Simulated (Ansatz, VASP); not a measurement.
## One calculation of BiAs2, two programs

The input INCAR:

```
ALGO = Normal ; EDIFF = 1E-7
ENCUT = 520 ; GGA = PE
ISIF = 2 ; ISMEAR = 0
LASPH = T ; LCHARG = F
LREAL = F ; LWAVE = F
NBANDS = 34 ; NELM = 100
PREC = Accurate ; SIGMA = 0.2
```

KPOINTS

```
k-points
0
Gamma
  6 6 4
```

Contents of POSCAR:

```
BiAs2
1.0
    4.6934001676      0.0000000000      0.0000000000
   -2.3467000838      4.0646037753      0.0000000000
    0.0000000000      0.0000000000      7.5802602877
Bi As
2 4
Direct
    1.0000000000      0.0000000000      0.0000000000
    1.0000000000      0.0000000000      0.5000000000
    0.3333333333      0.6666666667      0.2500000000
    0.3333333333      0.6666666667      0.7500000000
    0.6666666667      0.3333333333      0.2500000000
    0.6666666667      0.3333333333      0.7500000000
```

Input for Ansatz:

```yaml
crystal:
  lattice:
    - [4.6934001676, 0.0, 0.0]
    - [-2.3467000838, 4.0646037753, 0.0]
    - [0.0, 0.0, 7.5802602877]
  atoms:
    - { symbol: Bi, position: [1.0, 0.0, 0.0] }
    - { symbol: Bi, position: [1.0, 0.0, 0.5] }
    - { symbol: As, position: [0.3333333333, 0.6666666667, 0.25] }
    - { symbol: As, position: [0.3333333333, 0.6666666667, 0.75] }
    - { symbol: As, position: [0.6666666667, 0.3333333333, 0.25] }
    - { symbol: As, position: [0.6666666667, 0.3333333333, 0.75] }
basis:
  ecutwfc: 420
kpoints:
  mp_grid: { grid: [6, 6, 4] }
hamiltonian:
  xc: pbe
scf:
  occupations: { method: gaussian, width: 0.2 }
  lower_state_search: "off"
output:
  forces: true
  stress: true
  eigenvalues: true
```

Alike in both runs: task single point; functional PBE; k mesh 6 × 6 × 4; occupations gaussian, width 0.2 eV; no spin polarisation.

|  | VASP | Ansatz |
| --- | --- | --- |
| version | VASP 6.6.1 | Ansatz 0.2.0 |
| potentials or method | VASP PAW PBE potentials, release 64 (Bi_d, As) | scalar-relativistic, plane waves, PAW |
| plane-wave cutoff (eV) | 520 | 420 |
| valence electrons in the cell | 50 | 90 |

VASP gave:

- gap on the k mesh at the Fermi level (eV): none
- pressure (GPa): 0.1

Problem. Estimate Ansatz's values.

Solution. gap on the k mesh at the Fermi level (eV): none; pressure (GPa): 0.0.

A gap of «none» marks a metal or a gap that the smearing closes. The two sets of potentials don't hold the same shells in valence.

Caveats: spin-orbit coupling is left out, which moves the levels of the heavy elements.
